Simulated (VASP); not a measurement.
GW runs with VASP on AlAs (zinc blende), on PBE orbitals with a Kohn-Sham gap of 1.41 eV on the mesh.

Space group F-43m (No. 216); a = 5.6600 Å, b = 5.6600 Å, c = 5.6600 Å, α = 90.00°, β = 90.00°, γ = 90.00°

```
atom  site  symmetry       x       y       z
----  ----  --------  ------  ------  ------
Al      4a      -43m  0.0000  0.0000  0.0000
As      4d      -43m  0.7500  0.7500  0.7500
```
(The calculation used a cell of 2 atoms; values per cell refer to that cell.)

Settings: PREC = Normal, 350 eV cut-off, 4×4×4 Γ-centred mesh, Gaussian smearing of 0.010 eV, potentials Al_GW As_GW.

The mesh is coarse and the basis finite, so the quasiparticle values are not converged.

```json
[
 {"run": "run 1", "level": "G0W0@PBE, 1 step(s)", "NBANDS": "64", "ENCUTGW (eV)": "150", "QP gap (eV)": "1.89", "smallest direct QP gap (eV)": "2.99"},
 {"run": "run 2", "level": "G0W0@PBE, 1 step(s)", "NBANDS": "160", "ENCUTGW (eV)": "200", "QP gap (eV)": "2.01", "smallest direct QP gap (eV)": "3.04"},
 {"run": "run 3", "level": "evGW0@PBE, 4 step(s)", "NBANDS": "160", "ENCUTGW (eV)": "200", "QP gap (eV)": "?", "smallest direct QP gap (eV)": "?"}
]
```

Fill in the missing entries.

- run 3, QP gap (eV): 2.13
- run 3, smallest direct QP gap (eV): 3.20

Left out are failed runs and those that VASP or the mesh makes unfit.

The compound is AlAs in the zinc blende structure. The cell was not relaxed at this level.
